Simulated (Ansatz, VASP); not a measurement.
# Cross-check of MgTiF6 between VASP and Ansatz

Aim: how closely do two programs agree when they are given the same cell, functional and k mesh? The cell is taken from a series of runs on this material, whose earlier steps may have relaxed, scaled, displaced or heated it; both programs get it as it stands.

Program: Ansatz 0.2.0. Level of theory: plane waves, with VASP 6.6.1 beside it; G0W0 gap at PBEsol. Results are calculated unless marked as measured.

**1. Set-up**

Symmetry: R-3, No. 148, trigonal system. Conventional cell: a = 5.217 Å, b = 5.217 Å, c = 13.334 Å, α = 90.00°, β = 90.00°, γ = 120.00°. Nearest to Mg lie 6 F at 1.97 Å. Ti has 6 F at 1.87 Å nearest. Nearest to F lie 1 Ti at 1.87 Å and 1 Mg at 1.97 Å. Farther neighbours and most contacts between anions are not listed.

**2. Ansatz: G0W0 gap, PBEsol**

Ansatz runs on its default PAW (the set named soft_2) files.

Quasiparticle shifts depend on high empty states and on the cores, so they are the hardest test of two PAW sets.

input.yaml reads:

```yaml
crystal:
  lattice:
    - [2.6082800939, 1.5058912144, 4.444507564]
    - [-2.6082800939, 1.5058912144, 4.444507564]
    - [0.0, -3.0117824287, 4.444507564]
  atoms:
    - { symbol: Mg, position: [0.5, 0.5, 0.5] }
    - { symbol: Ti, position: [0.0, 0.0, 0.0] }
    - { symbol: F, position: [0.67161765, 0.84245558, 0.24224433] }
    - { symbol: F, position: [0.84245558, 0.24224433, 0.67161765] }
    - { symbol: F, position: [0.75775567, 0.32838235, 0.15754442] }
    - { symbol: F, position: [0.15754442, 0.75775567, 0.32838235] }
    - { symbol: F, position: [0.32838235, 0.15754442, 0.75775567] }
    - { symbol: F, position: [0.24224433, 0.67161765, 0.84245558] }
kpoints:
  mp_grid: { grid: [2, 2, 2] }
hamiltonian:
  xc: pbesol
scf:
  occupations: { method: fixed }
gw:
  n_empty_bands: 69
  ecut_chi: 114.29
  qp_bands: [v2, c2]
  qp_kpoints: [[0.0, 0.0, 0.0], [0.5, 0.5, 0.0]]
  screening: { model: contour_deformation }
```

On the command line:

```
ansatz run input.yaml --threads 4 --pin off --max-ram 5529MiB --backend cpu --events-out ev --progress --plain --runs-dir out
```

Numbers of over 12 decimals in the logs are rounded to 6 here.

The program printed:

```text
Engine: ansatz 0.2.0, x86_64-unknown-linux-gnu
Pseudopotentials: kind: paw
Pseudopotential: Mg, paw, valence charge 10, recommended cutoff 420 eV (normal), Mg.paw.azcp
Pseudopotential: Ti, paw, valence charge 12, recommended cutoff 420 eV (normal), Ti.paw.azcp
Pseudopotential: F, paw, valence charge 7, recommended cutoff 420 eV (normal), F.paw.azcp
Functional definition: PBEsol
  exchange = pbesol_x
  correlation = pbesol_c
Crystal: 8 atoms, lattice volume = 104.742 Å³
Basis set: ecut = 420 eV, 2031 PW (Γ)
Bands: 40, of which v1, the nominal top of the filled ones, is band 32 counted from 1 (31 counted from 0)
Symmetry: 6 space group operations
Space group: R-3 (ITA 148), of the structure as read, at distance tolerance 4.7e-5 Å
k-points: 4 of 8
Non-local potential: Mg, projectors of the file, l = 0: 3, l = 1: 2, l = 2: 1
Non-local potential: Ti, projectors of the file, l = 0: 3, l = 1: 2, l = 2: 3, l = 3: 1
Non-local potential: F, projectors of the file, l = 0: 2, l = 1: 2, l = 2: 1
PAW form: soft (Blöchl's): semilocal exchange-correlation on the pseudo side does not see the compensation charge
PAW frozen core: Mg, regenerated for the run's functional, and the local potential with it (the file was generated under x = pbe(κ = 0.804, μ = 0.219515), c = pbe(β = 0.066725))
PAW frozen core: Ti, regenerated for the run's functional, and the local potential with it (the file was generated under x = pbe(κ = 0.804, μ = 0.219515), c = pbe(β = 0.066725))
PAW frozen core: F, regenerated for the run's functional, and the local potential with it (the file was generated under x = pbe(κ = 0.804, μ = 0.219515), c = pbe(β = 0.066725))
PAW one-centre angular grid: Mg, 110 points (default); XC on 64 Gauss nodes
PAW one-centre angular grid: Ti, 590 points (default); XC on 64 Gauss nodes
PAW one-centre angular grid: F, 110 points (default); XC on 64 Gauss nodes
Initial density: superposition of atomic densities (neutral atoms: chi_scale 0, normalization atom), corrected by the library's trained network
Initial wavefunctions: pseudopotential atomic-orbital guess
Functional: x = pbesol(κ = 0.804, μ = 0.123457), c = pbesol(β = 0.046)
SCF iter   1: F=—  HF=-9199.763204 eV  |F-HF|=—  |Δ(HF+E_count)|=         —  Δρ=1.48e-2  dr2=1.54e-1  ethr=1.77e-3  ⟨swp⟩=4.0  Hψ=559  notcnv=0  defer=19
preconditioner: auto → Resta (q_TF=auto, 2.513 Å⁻¹)  ε∞=4.1  [insulator: Δε(μ)=4.638 eV  Ē_g=14.264 eV  n_scr=26 (ndim 8)  ℏωp=25.1 eV  f_vac=0.224  ε∞_Penn≈4.1]
SCF iter   2: F=—  HF=-9199.728021 eV  |F-HF|=—  |Δ(HF+E_count)|=   3.52e-2  Δρ=4.96e-3  dr2=2.21e-2  ethr=2.41e-4  ⟨swp⟩=2.2  Hψ=286  notcnv=0  defer=20
SCF iter   3: F=—  HF=-9199.723458 eV  |F-HF|=—  |Δ(HF+E_count)|=   4.56e-3  Δρ=1.34e-3  dr2=1.40e-3  ethr=3.45e-5  ⟨swp⟩=3.0  Hψ=280  notcnv=0  defer=22
SCF iter   4: F=—  HF=-9199.723369 eV  |F-HF|=—  |Δ(HF+E_count)|=   8.90e-5  Δρ=4.61e-4  dr2=1.60e-4  ethr=2.19e-6  ⟨swp⟩=2.2  Hψ=286  notcnv=0  defer=22
SCF iter   5: F=—  HF=-9199.723417 eV  |F-HF|=—  |Δ(HF+E_count)|=   4.84e-5  Δρ=6.93e-5  dr2=5.25e-6  ethr=2.49e-7  ⟨swp⟩=2.0  Hψ=275  notcnv=0  defer=10
SCF iter   6: F=—  HF=-9199.723420 eV  |F-HF|=—  |Δ(HF+E_count)|=   2.97e-6  Δρ=1.85e-5  dr2=7.21e-7  ethr=8.21e-9  ⟨swp⟩=2.0  Hψ=263  notcnv=0  defer=9
SCF iter   7: F=-9199.723421 eV  HF=-9199.723421 eV  |F-HF|=7.40e-8  |Δ(HF+E_count)|=   8.18e-7  Δρ=6.78e-6  dr2=5.05e-8  ethr=1.56e-10  ⟨swp⟩=10.2  Hψ=590  notcnv=0
SCF 1 converged in 7 iterations: F = -9199.723421 eV  dr2 = 5.05e-8
  greatest PAW one-centre occupation: 1.000 electrons in one spin orbital (limit 2), on the Mg atom at site 0 (counted from 0), in its partial waves of l = 0
NSCF: frozen V_eff on 4 k-points
G₀W₀ screening: q 1/4
[... further progress lines ...]
NSCF: frozen V_eff on 1 k-points
NSCF: frozen V_eff on 1 k-points
[...]
SCF converged after 7 iterations
Free energy (F): -9199.723421 eV
Harris-Foulkes:  -9199.723421 eV  (|F-HF|=7.40e-8)
Internal energy: -9199.723421 eV  (E = F + TS)
E sigma→0 (E₀):  -9199.723421 eV
Fermi energy:    0.371806 eV
--- Per-component energies (eV) ---
  E_band       = -932.394965
  E_kinetic    = 1584.556220
  E_local      = -6996.272867  (includes V_loc(G=0)·N_el)
  E_nonlocal   = 540.635418
  E_hartree    = 2646.064286
  E_xc         = -597.201156
  E_vxc        = -767.115640  (∫ρ·V_xc dr)
  E_paw        = -2462.274426  (= ΣΔE_a)
  E_vpaw       = -586.320707  (= ΣTr[D̂ρ^β])
  E_aug_tail   = 0.012182  (compensation charges beyond the density's cutoff)
  E_ewald      = -3915.695980
  E_core_change = 0.452902  (= ΣΔE_core)
  E_smearing   = -0.000000  (= −TS)
  E_closure    = 0.000000  (closes the sum)
  Σ components = -9199.723421   (vs F -9199.723421, Δ=0.00e0)
--- Band table (eV) ---
  k-point 0: bands = [... 28 lower, 0.0082, 0.1392, 0.3718, 0.3718, 5.2123, 5.2123, 5.2123, 8.0008, ... 4 higher]
  k-point 1: bands = [... 28 lower, 0.0144, 0.0816, 0.1301, 0.2292, 5.2210, 5.2586, 5.3311, 7.8386, ... 4 higher]
  k-point 2: bands = [... 28 lower, -0.1634, -0.0489, -0.0445, 0.3253, 5.2030, 5.3045, 5.3966, 7.5033, ... 4 higher]
  k-point 3: bands = [... 28 lower, 0.0229, 0.0229, 0.1066, 0.1066, 5.2727, 5.3236, 5.3236, 7.8762, ... 4 higher]
--- G₀W₀: contour deformation, 5 samples at zero and on the imaginary axis and 0 off it, 8 q-points, 69 empty bands' worth ---
  eigenvalues of the whole cell's RPA ε∞ on this k-mesh (on a slab, of 1 + 4πα/V) = 2.2864, 2.2864, 2.3156; static W/v taken at q = 0 is 0.435548
  `?` marks the rows in doubt; gw_qp.tsv's column doubts and the gw_qp event give each row's grounds
    ik  band        ε_KS         Σx   Σc(E_QP)       V_xc       Z   E_QP_lin       E_QP  E_QP is
     0    31      0.3718   -32.1266     6.4524   -24.1493  0.7453    -1.2012    -1.1530  root
     0    32      0.3718   -32.1266     6.4524   -24.1493  0.7453    -1.2012    -1.1530  root
     0    33      5.2123   -14.5697    -5.8498   -23.4465  0.7568     8.4254     8.2393  root ?
     0    34      5.2123   -14.5697    -5.8498   -23.4465  0.7568     8.4254     8.2393  root ?
     2    31     -0.0445   -31.7900     6.3651   -23.9044  0.7438    -1.6159    -1.5650  root
     2    32      0.3253   -32.0555     6.4359   -24.0963  0.7451    -1.2463    -1.1979  root
     2    33      5.2030   -14.4766    -5.8925   -23.3999  0.7568     8.4208     8.2337  root ?
     2    34      5.3045   -15.1077    -5.6723   -23.7840  0.7558     8.4905     8.3084  root ?
```

Reading the cycles: dr2 is the Hartree energy of the density residual (eV), the measure of convergence; HF is the Harris–Foulkes estimate of the energy, which meets the free energy F at convergence.

**3. VASP: G0W0 gap, PBEsol**

The same cell, functional and mesh now go to VASP, with its own data sets.

Lines of VASP's logs that name or quote its potential files are left out, and so is its time.

The run reads the wave functions of an earlier VASP run, which isn't shown here.

INCAR reads:

```
SYSTEM = MgTiF6
PREC = Accurate
ENCUT = 520
ISMEAR = 0
SIGMA = 0.01
LREAL = .FALSE.
GGA = PS
NBANDS = 101
LASPH = .TRUE.
ALGO = EVGW0
NELMGW = 1
ENCUTGW = 114.29
NOMEGA = 64
PRECFOCK = Fast
NBANDSGW = 40
LWAVE = .FALSE.
LCHARG = .FALSE.
```

POSCAR reads:

```
MgTiF6
1.0
    2.6082800939      1.5058912144      4.4445075640
   -2.6082800939      1.5058912144      4.4445075640
    0.0000000000     -3.0117824287      4.4445075640
Mg Ti F
1 1 6
Direct
    0.5000000000      0.5000000000      0.5000000000
    0.0000000000      0.0000000000      0.0000000000
    0.6716176500      0.8424555800      0.2422443300
    0.8424555800      0.2422443300      0.6716176500
    0.7577556700      0.3283823500      0.1575444200
    0.1575444200      0.7577556700      0.3283823500
    0.3283823500      0.1575444200      0.7577556700
    0.2422443300      0.6716176500      0.8424555800
```

KPOINTS reads:

```
Automatic mesh
0
Gamma
2 2 2
0 0 0
```

Potentials, in the order of the species: Mg_sv_GW, Ti_sv_GW and F_GW (PBE family, release 64).

On the command line:

```
export OMP_NUM_THREADS=3
mpirun -np 1 vasp_std
```

The program printed:

```text
[banner, memory and clock lines left out]
running    1 mpi-ranks, on    1 nodes
 distrk:  each k-point on    1 cores,    1 groups
 distr:  one band on    1 cores,    1 groups
 Offloading initialized ...    1 GPUs detected
 POSCAR found type information on POSCAR MgTiF
 POSCAR found :  3 types and       8 ions
|                                                                             |
|               ----> ADVICE to this user running VASP <----                  |
|                                                                             |
|     You enforced a specific xc type in the INCAR file but a different       |
|     [... a line on the potential file left out ...]
|     I HOPE YOU KNOW WHAT YOU ARE DOING!                                     |
|                                                                             |

|                                                                             |
|           W    W    AA    RRRRR   N    N  II  N    N   GGGG   !!!           |
|           W    W   A  A   R    R  NN   N  II  NN   N  G    G  !!!           |
|           W    W  A    A  R    R  N N  N  II  N N  N  G       !!!           |
|           W WW W  AAAAAA  RRRRR   N  N N  II  N  N N  G  GGG   !            |
|           WW  WW  A    A  R   R   N   NN  II  N   NN  G    G                |
|           W    W  A    A  R    R  N    N  II  N    N   GGGG   !!!           |
|                                                                             |
|     The default for ENCUTGWSOFT is different in this version of VASP.       |
|     please manually set ENCUTGWSOFT =114.29 in the INCAR file.              |
|                                                                             |

 LDA part: xc-table for (Slater+PW92), standard interpolation
 found WAVECAR, reading the header
 POSCAR, INCAR and KPOINTS ok, starting setup
 FFT: planning ... GRIDC
 FFT: planning ... GRID_SOFT
 FFT: planning ... GRID
 reading WAVECAR
 the WAVECAR file was read successfully
 initial charge from wavefunction
 available memory per node:   1507.95 GB, setting MAXMEM to   1544136

 The Fermi energy was updated, please check that it is located mid-gap
 values below the HOMO (VB) or above the LUMO (CB) will cause erroneous energies
 E-fermi :   0.4387

 calculate exact exchange contribution
 the WAVEDER file was read successfully
energies w=
    0.000    0.000    1.785    0.000    3.567    0.000    5.340    0.000
    7.103    0.000    8.851    0.000   10.583    0.000   12.296    0.000
   13.987    0.000   15.657    0.000   17.305    0.000   18.931    0.000
   20.534    0.000   22.117    0.000   23.680    0.000   25.224    0.000
   26.752    0.000   28.265    0.000   29.767    0.000   31.259    0.000
   32.743    0.000   34.224    0.000   35.704    0.000   37.186    0.000
   38.673    0.000   40.169    0.000   41.678    0.000   43.203    0.000
   44.750    0.000   46.321    0.000   47.924    0.000   49.561    0.000
   51.240    0.000   52.967    0.000   54.749    0.000   56.593    0.000
   58.508    0.000   60.504    0.000   62.592    0.000   64.785    0.000
   67.096    0.000   69.542    0.000   72.143    0.000   74.920    0.000
   77.900    0.000   81.113    0.000   84.596    0.000   88.393    0.000
   92.558    0.000   97.155    0.000  102.267    0.000  107.992    0.000
  114.460    0.000  121.835    0.000  130.330    0.000  140.230    0.000
  151.924    0.000  165.951    0.000  183.089    0.000  204.493    0.000
  231.967    0.000  268.484    0.000  319.322    0.000  394.831    0.000
 responsefunction array rank=     296
 LDA part: xc-table for (Slater+PW92), standard interpolation

 min. memory requirement per mpi rank    352.1 MB, per node    352.1 MB

 allocating  64 responsefunctions rank=   296
 shmem allocating  64 responsefunctions rank=   296
 response function shared by NCSHMEM nodes    1
 Doing            64  frequencies on each core in blocks of            64
NQ=   1    0.0000    0.0000    0.0000,
|.........|.........|.........|.........|.........|.........|.........|.........
 performed         67000 updates of chi_q(r,r)
 total number of BLAS operations         47.10 Gflops
NQ=   2    0.5000    0.0000    0.0000,
|.........|.........|.........|.........|.........|.........|.........|.........
 performed        166000 updates of chi_q(r,r)
 total number of BLAS operations        110.70 Gflops
NQ=   3    0.5000    0.5000    0.0000,
|.........|.........|.........|.........|.........|.........|.........|.........
 performed        265000 updates of chi_q(r,r)
 total number of BLAS operations        179.82 Gflops
NQ=   4    0.5000    0.5000    0.5000,
|.........|.........|.........|.........|.........|.........|.........|.........
 performed        332000 updates of chi_q(r,r)
 total number of BLAS operations        227.24 Gflops
 resolving degeneracies of screened two electron integrals

 calculate QP shifts <psi_nk| G(iteration)W_0 |psi_nk>: iteration 1
 entering main loop
```

(Continued in part 2 of 2.)

[Lines on the potential files, build, host, timing and source positions are cut from VASP's logs without a mark.]

[Logs are printed without paths, hosts, clocks, repeated set-up lines and the standing remarks that a program may print on its own settings, such as how far it seeks lower states.]

[Hosts, paths, dates, database ids (printed as entryN), source tags and the programs' standing remarks are cut or masked in the printed files.]
